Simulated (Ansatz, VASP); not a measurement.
**Cross-check of ScHg between VASP and Ansatz**

Wanted: the spread between two codes on one cell, functional and k mesh. The cell is taken from a series of runs on this material, whose earlier steps may have relaxed, scaled, displaced or heated it; both programs get it as it stands.

Main program and level: Ansatz 0.2.0; plane waves, with VASP 6.6.1 beside it; relaxation of cell and atoms at PBEsol and zone-centre phonons at PBEsol.

### Step 1. Starting point

It takes space group Pm-3m (No. 221, cubic). The conventional cell has a = 3.467 Å, b = 3.467 Å, c = 3.467 Å, α = 90.00°, β = 90.00°, γ = 90.00°. Nearest to Sc lie 8 Hg at 3.00 Å. Nearest to Hg lie 8 Sc at 3.00 Å. Farther neighbours are not listed.

### Step 2. Ansatz: relaxation of cell and atoms, PBEsol

Ansatz runs on its PAW soft_1 files.

The relaxed volume is the usual yardstick between codes: in a stiff, nearly cubic crystal its relative difference is about their pressure difference at one cell divided by the bulk modulus.

input.yaml

```yaml
crystal:
  lattice:
    - [3.4673083635, 0.0, 0.0]
    - [0.0, 3.4673083635, 0.0]
    - [0.0, 0.0, 3.4673083635]
  atoms:
    - { symbol: Sc, position: [0.5, 0.5, 0.5] }
    - { symbol: Hg, position: [0.0, 0.0, 0.0] }
kpoints:
  mp_grid: { grid: [12, 12, 12] }
hamiltonian:
  xc: pbesol
  pseudopotentials: { kind: paw, azcp: { folder: soft_1 }, xc_functional: pbe }
scf:
  occupations: { method: methfessel_paxton, width: 0.2 }
output:
  forces: true
  stress: true
  eigenvalues: true
relax:
  adjacent_minimum: "off"
  f_tol: 0.001
  max_steps: 60
  cell: { stress_tol: 0.01 }
```

Command:

```console
> ansatz run input.yaml --threads 4 --pin off --max-ram 10240MiB --backend cpu --events-out ev --progress --plain --runs-dir out
```

Numbers of over 12 decimals in the logs are rounded to 6 here.

The log of the run:

```text
Engine: ansatz 0.2.0, aarch64-unknown-linux-gnu
Pseudopotentials: kind: paw
Pseudopotential: Sc, paw, valence charge 11, recommended cutoff 420 eV (normal), soft_1/Sc.paw.azcp
Pseudopotential: Hg, paw, valence charge 20, recommended cutoff 420 eV (normal), soft_1/Hg.paw.azcp
Functional definition: PBEsol
  exchange = pbesol_x
  correlation = pbesol_c
Crystal: 2 atoms, lattice volume = 41.685 Å³
Basis set: ecut = 420 eV, 799 PW (Γ), exchange–correlation on 48×48×48 points (8 copies of the dense FFT grid, shifted against one another)
Bands: 20, of which v1, the nominal top of the filled ones, is band 16 counted from 1 (15 counted from 0)
Symmetry: 48 space group operations
Space group: Pm-3m (ITA 221), of the structure as read, at distance tolerance 3.5e-5 Å
k-points: 84 of 1728
Non-local potential: Sc, projectors of the file, l = 0: 3, l = 1: 2, l = 2: 3, l = 3: 1
Non-local potential: Hg, projectors of the file, l = 0: 3, l = 1: 2, l = 2: 2, l = 3: 1
PAW form: soft (Blöchl's): semilocal exchange-correlation on the pseudo side does not see the compensation charge
PAW frozen core: Sc, regenerated for the run's functional, and the local potential with it (the file was generated under x = pbe(κ = 0.804, μ = 0.219515), c = pbe(β = 0.066725))
PAW frozen core: Hg, regenerated for the run's functional, and the local potential with it (the file was generated under x = pbe(κ = 0.804, μ = 0.219515), c = pbe(β = 0.066725))
PAW one-centre angular grid: Sc, 590 points (default); XC on 64 Gauss nodes
PAW one-centre angular grid: Hg, 590 points (default); XC on 64 Gauss nodes
Initial density: superposition of atomic densities (chi_scale 0.1, normalization cell, long waves kept (reshape's long-wave potential 0.00 eV rms))
Initial wavefunctions: pseudopotential atomic-orbital guess
Functional: x = pbesol(κ = 0.804, μ = 0.123457), c = pbesol(β = 0.046)
SCF iter   1: F=—  HF=-15784.527274 eV  |F-HF|=—  |Δ(HF+E_count)|=         —  Δρ=1.14e-1  dr2=9.64e0  ethr=3.10e-3  ⟨swp⟩=4.1  Hψ=6024  notcnv=0
preconditioner: auto → Kerker (q_TF=auto, 2.597 Å⁻¹)  [metal: Δε(μ)=0.014 eV  Ē_g=5.491 eV  σ=0.200 eV  W_gap=0.06  n_scr=18 (ndim 8)  ℏωp=22.3 eV  f_vac=0.000  D(μ)=4.34/eV (n_scr^D=56)]
SCF iter   2: F=—  HF=-15782.575513 eV  |F-HF|=—  |Δ(HF+E_count)|=    1.95e0  S|Δr|=    0.00e0  Δρ=2.96e-2  dr2=5.72e-1  ethr=3.10e-3  ⟨swp⟩=2.3  Hψ=3973  notcnv=0
SCF iter   3: F=—  HF=-15782.445429 eV  |F-HF|=—  |Δ(HF+E_count)|=   1.30e-1  S|Δr|=    0.00e0  Δρ=1.42e-2  dr2=9.06e-2  ethr=1.84e-3  ⟨swp⟩=2.0  Hψ=2675  notcnv=0
SCF iter   4: F=—  HF=-15782.430560 eV  |F-HF|=—  |Δ(HF+E_count)|=   1.49e-2  S|Δr|=    0.00e0  Δρ=3.18e-3  dr2=2.88e-3  ethr=2.92e-4  ⟨swp⟩=2.1  Hψ=2871  notcnv=0
SCF iter   5: F=—  HF=-15782.430262 eV  |F-HF|=—  |Δ(HF+E_count)|=   2.98e-4  S|Δr|=    0.00e0  Δρ=5.48e-4  dr2=7.88e-5  ethr=9.30e-6  ⟨swp⟩=2.1  Hψ=3163  notcnv=0
SCF iter   6: F=—  HF=-15782.430229 eV  |F-HF|=—  |Δ(HF+E_count)|=   3.26e-5  S|Δr|=    0.00e0  Δρ=2.12e-4  dr2=2.69e-5  ethr=2.54e-7  ⟨swp⟩=2.5  Hψ=2800  notcnv=0
SCF iter   7: F=—  HF=-15782.430225 eV  |F-HF|=—  |Δ(HF+E_count)|=   4.78e-6  S|Δr|=    0.00e0  Δρ=2.49e-5  dr2=3.49e-7  ethr=8.66e-8  ⟨swp⟩=2.0  Hψ=2264  notcnv=0
SCF iter   8: F=-15782.430225 eV  HF=-15782.430225 eV  |F-HF|=3.83e-9  |Δ(HF+E_count)|=   1.72e-9  S|Δr|=    0.00e0  Δρ=5.97e-6  dr2=1.44e-8  ethr=3.23e-10  ⟨swp⟩=4.4  Hψ=5758  notcnv=0
SCF 1 converged in 8 iterations: F = -15782.430225 eV  dr2 = 1.44e-8
  greatest PAW one-centre occupation: 1.000 electrons in one spin orbital (limit 2), on the Hg atom at site 1 (counted from 0), in its partial waves of l = 0
relax step   1: F+E_penalty+E_count = -15782.43022458 eV  Δ(F+E_penalty+E_count) = +0.000e0 eV  max|allowed force component| = 7.889e-30 eV/Å  Δτ_max = 0.0000 Å  P = -0.023 GPa  Ω = 41.685 Å³  (8 SCF iters, dr2 threshold 1.00e-7 eV, accepted)
[...]
relax step   2: F+E_penalty+E_count = -15782.43022860 eV  Δ(F+E_penalty+E_count) = -4.015e-6 eV  max|allowed force component| = 1.998e-29 eV/Å  Δτ_max = 0.0000 Å  P = +0.021 GPa  Ω = 41.663 Å³  energy of the carried Pulay correction = +3.874e-6 eV  (4 SCF iters, dr2 threshold 1.37e-9 eV, accepted)
[...]
relax step   3: F+E_penalty+E_count = -15782.43022743 eV  Δ(F+E_penalty+E_count) = +1.164e-6 eV  max|allowed force component| = 3.944e-30 eV/Å  Δτ_max = 0.0000 Å  P = -0.000 GPa  Ω = 41.674 Å³  energy of the carried Pulay correction = +2.023e-6 eV  (4 SCF iters, dr2 threshold 1.15e-9 eV, accepted)
[...]
relax step   4: F+E_penalty+E_count = -15782.43022518 eV  Δ(F+E_penalty+E_count) = +2.253e-6 eV  max|allowed force component| = 2.301e-30 eV/Å  Δτ_max = 0.0000 Å  P = -0.000 GPa  Ω = 41.674 Å³  stress off target by 6.30e-6 GPa  SCF on the basis re-selected at this cell (its energy is not comparable with the rows above)  (5 SCF iters)
basis re-selected at this cell: Δ(F+E_penalty+E_count) = +2.253e-6 eV, ΔP = +0.000 GPa vs the last step (what re-selecting the basis moved, of the pressure what is left beyond the Pulay correction that the steps carried, after the strain that the cell walked since its last selection, with what the two solves' SCF thresholds leave and, on support functions, any second-order correction that the steps lacked; it is no m [...]
SCF converged after 5 iterations
Stability not checked: this state was not tested for a lower state beside it, because cold or Methfessel-Paxton smearing, or corrected tetrahedra, fill the levels in a way that the test cannot read (fill_not_monotonic; see scf.lower_state_search)
Free energy (F): -15782.430225 eV
Harris-Foulkes:  -15782.430225 eV  (|F-HF|=0.00e0)
Internal energy: -15782.427310 eV  (E = F + TS)
E sigma→0 (E₀):  -15782.429496 eV
Entropy (-TS):   -0.002915 eV (-1.457 meV/atom)
Fermi energy:    14.589474 eV
--- Per-component energies (eV) ---
  E_band       = -523.555448
  E_kinetic    = 782.153529
  E_local      = -3282.758824  (includes V_loc(G=0)·N_el)
  E_nonlocal   = 227.438232
  E_hartree    = 1366.395661
  E_xc         = -295.617767
  E_vxc        = -356.265780  (∫ρ·V_xc dr)
  E_paw        = -10777.932858  (= ΣΔE_a)
  E_vpaw       = -626.914336  (= ΣTr[D̂ρ^β])
  E_aug_tail   = 0.000424  (compensation charges beyond the density's cutoff)
  E_ewald      = -3802.563442
  E_core_change = 0.457735  (= ΣΔE_core)
  E_smearing   = -0.002915  (= −TS)
  E_closure    = -0.000000  (closes the sum)
  Σ components = -15782.430225   (vs F -15782.430225, Δ=0.00e0)
--- Forces (eV/Å), atoms counted from 1 ---
  atom   1  Sc     0.00000000    -0.00000000     0.00000000
  atom   2  Hg     0.00000000     0.00000000    -0.00000000
  max |Σ_I F_I| component: 3.81e-30 eV/Å
--- Stress (GPa, compression-positive) ---
       -0.000006      -0.000000       0.000000
       -0.000000      -0.000006       0.000000
        0.000000       0.000000      -0.000006
  P = ⅓ Tr σ = -0.0000 GPa (-0.000 kbar)
--- Band table (eV; the first three rows and the last of 84) ---
  k-point 0: bands = [... 12 lower, 7.4121, 7.4121, 14.9054, 14.9054, 17.0873, 17.0873, 17.0873, 19.5259]
  k-point 1: bands = [... 12 lower, 7.3965, 7.4177, 14.8701, 14.8808, 16.8675, 16.8675, 17.0714, 18.9684]
  k-point 2: bands = [... 12 lower, 7.3543, 7.4331, 14.6399, 14.8132, 16.4258, 16.4258, 17.0278, 18.0105]
  k-point 83: bands = [... 12 lower, 7.9430, 12.7608, 12.7608, 12.7608, 13.7335, 17.6364, 17.6364, 20.0874]
--- Relaxed structure (3 steps of the walk, 3 accepted, 1 SCFs on fresh bases) ---
  F+E_penalty+E_count = -15782.43022518 eV   max|allowed force component| = 2.301e-30 eV/Å   (the final SCF, on the basis selected at the relaxed cell)
  cell:  # Å, volume = 41.6736 Å³
    - [3.466998, 0, 0.0]
    - [0, 3.466998, 0]
    - [0.0, 0, 3.466998]
  atoms:
    - { symbol: Sc, position: [0.5, 0.5, 0.5] }
    - { symbol: Hg, position: [0, 0, 0] }
```

The column dr2 measures how far the density is from self-consistency, as an energy; F and HF (Harris–Foulkes) agree once it is small.

### Step 3. VASP: relaxation of cell and atoms, PBEsol

The same cell, functional, mesh and smearing now go to VASP, with its own data sets.

Lines of VASP's logs that name or quote its potential files are left out, and so is its time.

INCAR

```
SYSTEM = ScHg
PREC = Accurate
ENCUT = 500
EDIFF = 1E-07
NELM = 120
ISMEAR = 1
SIGMA = 0.2
LREAL = .FALSE.
ALGO = Normal
GGA = PS
NBANDS = 17
LASPH = .TRUE.
LORBIT = 11
LWAVE = .FALSE.
LCHARG = .FALSE.
ISIF = 3
IBRION = 2
NSW = 80
EDIFFG = -0.005
GGA_COMPAT = .FALSE.
NELMIN = 4
KPAR = 2
```

POSCAR

```
ScHg
1.0
    3.4673080000      0.0000000000      0.0000000000
    0.0000000000      3.4673080000      0.0000000000
    0.0000000000      0.0000000000      3.4673080000
Sc Hg
1 1
Direct
    0.5000000000      0.5000000000      0.5000000000
    0.0000000000      0.0000000000      0.0000000000
```

KPOINTS

```
Automatic mesh
0
Gamma
12 12 12
0 0 0
```

The projector-augmented-wave data sets are Sc_sv and Hg (PBE family, release 64).

Command:

```console
> mpirun -np 2 vasp_std
```

The log of the run:

```text
[banner, memory and clock lines left out]
running    2 mpi-ranks, on    1 nodes
 distrk:  each k-point on    1 cores,    2 groups
 distr:  one band on    1 cores,    1 groups

 POSCAR found type information on POSCAR ScHg
 POSCAR found :  2 types and       2 ions
|                                                                             |
|               ----> ADVICE to this user running VASP <----                  |
|                                                                             |
|     You enforced a specific xc type in the INCAR file but a different       |
|     [... a line on the potential file left out ...]
|     I HOPE YOU KNOW WHAT YOU ARE DOING!                                     |
|                                                                             |

 LDA part: xc-table for (Slater+PW92), standard interpolation
 POSCAR, INCAR and KPOINTS ok, starting setup
 FFT: planning ... GRIDC
 FFT: planning ... GRID_SOFT
 FFT: planning ... GRID
 WAVECAR not read
 entering main loop
       N       E                     dE             d eps       ncg     rms          rms(c)
DAV:   1     0.245396394336E+03    0.24540E+03   -0.11726E+04  2880   0.137E+03
DAV:   2     0.283816852650E+01   -0.24256E+03   -0.23794E+03  2960   0.423E+02
DAV:   3    -0.917023772340E+01   -0.12008E+02   -0.11704E+02  3951   0.108E+02
DAV:   4    -0.937311078444E+01   -0.20287E+00   -0.20227E+00  3778   0.147E+01
DAV:   5    -0.937579137713E+01   -0.26806E-02   -0.26804E-02  3900   0.152E+00    0.746E+00
DAV:   6    -0.836191508628E+01    0.10139E+01   -0.24386E+00  3771   0.178E+01    0.301E+00
DAV:   7    -0.826318122707E+01    0.98734E-01   -0.38209E-01  3896   0.615E+00    0.181E+00
DAV:   8    -0.825526443388E+01    0.79168E-02   -0.23834E-02  3690   0.192E+00    0.396E-01
DAV:   9    -0.825439195912E+01    0.87247E-03   -0.82539E-03  3879   0.921E-01    0.999E-02
DAV:  10    -0.825422517034E+01    0.16679E-03   -0.16815E-03  3800   0.460E-01    0.375E-02
DAV:  11    -0.825422426517E+01    0.90517E-06   -0.12403E-04  3784   0.138E-01    0.161E-02
DAV:  12    -0.825422321782E+01    0.10474E-05   -0.47792E-06  4115   0.255E-02    0.427E-03
DAV:  13    -0.825422313354E+01    0.84281E-07   -0.23277E-07  2224   0.563E-03
   1 F= -.82542231E+01 E0= -.82533548E+01  d E =-.825422E+01
 curvature:   0.00 expect dE= 0.000E+00 dE for cont linesearch  0.000E+00
 trial: gam= 0.00000 g(F)=  0.000E+00 g(S)=  0.147E-03 ort = 0.000E+00 (trialstep = 0.100E+01)
 search vector abs. value=  0.147E-03
 bond charge predicted
       N       E                     dE             d eps       ncg     rms          rms(c)
DAV:   1    -0.825693226336E+01   -0.27090E-02   -0.63628E-02  2984   0.318E+00    0.379E-01
DAV:   2    -0.825445844050E+01    0.24738E-02   -0.68328E-03  3412   0.107E+00    0.112E-01
DAV:   3    -0.825426924847E+01    0.18919E-03   -0.77350E-04  3729   0.288E-01    0.895E-02
DAV:   4    -0.825425054730E+01    0.18701E-04   -0.52484E-05  3009   0.825E-02    0.910E-03
DAV:   5    -0.825424822394E+01    0.23234E-05   -0.11419E-05  3164   0.376E-02    0.267E-03
DAV:   6    -0.825424811587E+01    0.10807E-06   -0.68438E-07  3043   0.107E-02    0.170E-03
DAV:   7    -0.825424800802E+01    0.10785E-06   -0.80491E-08  1468   0.322E-03    0.593E-04
DAV:   8    -0.825424802233E+01   -0.14314E-07   -0.72613E-09  1434   0.107E-03
   2 F= -.82542480E+01 E0= -.82533820E+01  d E =-.248888E-04
 trial-energy change:   -0.000025  1 .order   -0.000026   -0.000147    0.000095
 step:   0.6013(harm=  0.6061)  dis= 0.00000  next Energy=    -8.254267 (dE=-0.440E-04)
 bond charge predicted
       N       E                     dE             d eps       ncg     rms          rms(c)
DAV:   1    -0.825469316382E+01   -0.44516E-03   -0.10090E-02  2974   0.126E+00    0.150E-01
DAV:   2    -0.825429742262E+01    0.39574E-03   -0.10819E-03  3400   0.426E-01    0.442E-02
DAV:   3    -0.825426814164E+01    0.29281E-04   -0.12591E-04  3744   0.116E-01    0.349E-02
DAV:   4    -0.825426727312E+01    0.86853E-06   -0.85140E-06  3169   0.333E-02    0.373E-03
DAV:   5    -0.825426722232E+01    0.50794E-07   -0.19103E-06  3480   0.159E-02    0.108E-03
DAV:   6    -0.825426727322E+01   -0.50901E-07   -0.12086E-07  1503   0.499E-03
   3 F= -.82542673E+01 E0= -.82533999E+01  d E =-.441397E-04
 curvature:  -0.30 expect dE=-0.219E-07 dE for cont linesearch -0.219E-07
 trial: gam=-0.02170 g(F)=  0.149E-64 g(S)=  0.723E-07 ort = 0.326E-05 (trialstep = 0.920E+00)
 search vector abs. value=  0.136E-09
 reached required accuracy - stopping structural energy minimisation
```

OUTCAR, selected parts (step 3):

```text
ion  position               nearest neighbor table
   1  0.500  0.500  0.500-   2 3.00   2 3.00   2 3.00   2 3.00   2 3.00   2 3.00   2 3.00   2 3.00

  LATTYP: Found a simple cubic cell.
 ALAT       =     3.4673080000

 Subroutine GETGRP returns: Found 48 space group operations
 (whereof 48 operations were pure point group operations)

The static configuration has the point symmetry O_h .

 Found     84 irreducible k-points:

   k-points           NKPTS =     84   k-points in BZ     NKDIM =     84   number of bands    NBANDS=     17

   dimension x,y,z NGX =    28 NGY =   28 NGZ =   28
   dimension x,y,z NGXF=    56 NGYF=   56 NGZF=   56

   ENCUT  =  500.0 eV  36.75 Ry    6.06 a.u.   6.32  6.32  6.32*2*pi/ulx,y,z

   NELECT =      23.0000    total number of electrons

 k-points in reciprocal lattice and weights: Automatic mesh
   0.00000000  0.00000000  0.00000000       0.001
   0.08333333  0.00000000  0.00000000       0.003
   0.16666667  0.00000000  0.00000000       0.003
   0.25000000  0.00000000  0.00000000       0.003
   0.33333333  0.00000000  0.00000000       0.003
   0.41666667  0.00000000  0.00000000       0.003
   0.50000000  0.00000000  0.00000000       0.002
   0.08333333  0.08333333  0.00000000       0.007
   0.16666667  0.08333333  0.00000000       0.014
[...]
0.50000000  0.50000000  0.41666667       0.003
   0.50000000  0.50000000  0.50000000       0.001

 average (electrostatic) potential at core
       1 -46.8927       2 -39.2903

 E-fermi :   4.5136

 k-point     1 :       0.0000    0.0000    0.0000
  band No.  band energies     occupation
    ...
      6      -3.5312      2.00000
      7      -3.5312      2.00000
      8      -2.6669      2.00000
      9      -2.6668      2.00000
     10      -2.6668      2.00000
     11       4.8195     -0.05266
     12       4.8195     -0.05266
     13       6.9946     -0.00000
     14       6.9946     -0.00000
     15       6.9946     -0.00000
    ...

 k-point     2 :       0.0833    0.0000    0.0000
  band No.  band energies     occupation
    ...
      6      -3.5182      2.00000
      7      -3.4854      2.00000
      8      -2.6823      2.00000
      9      -2.6823      2.00000
     10      -2.6612      2.00000
     11       4.7845     -0.06662
     12       4.7968     -0.06236
     13       6.7806     -0.00000
     14       6.7806     -0.00000
     15       6.9801     -0.00000
    ...

 k-point     3 :       0.1667    0.0000    0.0000
  band No.  band energies     occupation
    ...
      7      -3.3201      2.00000
      8      -2.7241      2.00000
      9      -2.7241      2.00000
     10      -2.6457      2.00000
     11       4.5555      0.65446
     12       4.7342     -0.06553
     13       6.3465     -0.00000
     14       6.3465     -0.00000
     15       6.9404     -0.00000
     16       7.9441     -0.00000
    ...

  Total        0.0009996      0.0009996      0.0009996     -0.0000000     -0.0000000      0.0000000
  in kB        0.0383433      0.0383433      0.0383433     -0.0000000     -0.0000000      0.0000000
  external PRESSURE =       0.0383433 kB  Pullay stress =       0.0000000 kB

  energy-cutoff  :      500.00
  volume of cell :       41.77
      direct lattice vectors                 reciprocal lattice vectors
     3.469573075  0.000000000  0.000000000     0.288219899  0.000000000  0.000000000
    -0.000000000  3.469573075 -0.000000000    -0.000000000  0.288219899  0.000000000
    -0.000000000 -0.000000000  3.469573075    -0.000000000  0.000000000  0.288219899

 POSITION                                       TOTAL-FORCE (eV/Angst)
 -----------------------------------------------------------------------------------
      1.73479      1.73479      1.73479        -0.000000     -0.000000      0.000000
      0.00000      0.00000      0.00000         0.000000      0.000000      0.000000
 -----------------------------------------------------------------------------------
    total drift:                                0.000000      0.000000      0.000000

  FREE ENERGIE OF THE ION-ELECTRON SYSTEM (eV)
  ---------------------------------------------------
  free  energy   TOTEN  =        -8.2542672732 eV

  energy  without entropy=       -8.2516651288  energy(sigma->0) =       -8.25339989

 reached required accuracy - stopping structural energy minimisation

 total charge
# of ion       s       p       d       tot
------------------------------------------
    1        2.208   6.133   0.990   9.331
    2        0.877   0.556   9.205  10.638
--------------------------------------------------
tot          3.085   6.689  10.195  19.969

[... 3 further parts left out ...]
```

This run has no spin polarisation. Its electron count is odd, so without a moment it is a metal by construction. The PAW data sets were made with PBE, which is usual practice but a small mismatch for other functionals.

### Step 4. Comparison

Known differences besides the potentials themselves: the data sets hold 31 valence electrons in Ansatz (on its PAW soft_1 files) and 23 in VASP; the cutoff is 420 eV in Ansatz and 500 eV in VASP; Ansatz makes its cores anew for this functional, VASP keeps those of its PBE data sets; Ansatz adds a Pulay correction to the stress that steers its cell, VASP none. Total energies have different zeros and are not compared.

Compared:

```csv
quantity,Ansatz,VASP,difference
volume (Å³),41.67,41.77,-0.22 %
"edge a after relaxation, in the typed setting (Å)",3.467,3.470,-0.07 %
```

(Part 1 of 2 ends here.)

[Lines on the potential files, build, host, timing and source positions are cut from VASP's logs without a mark.]

[Logs are printed without paths, hosts, clocks, repeated set-up lines and the standing remarks that a program may print on its own settings, such as how far it seeks lower states.]

[Hosts, paths, dates, database ids (printed as entryN), source tags and the programs' standing remarks are cut or masked in the printed files.]
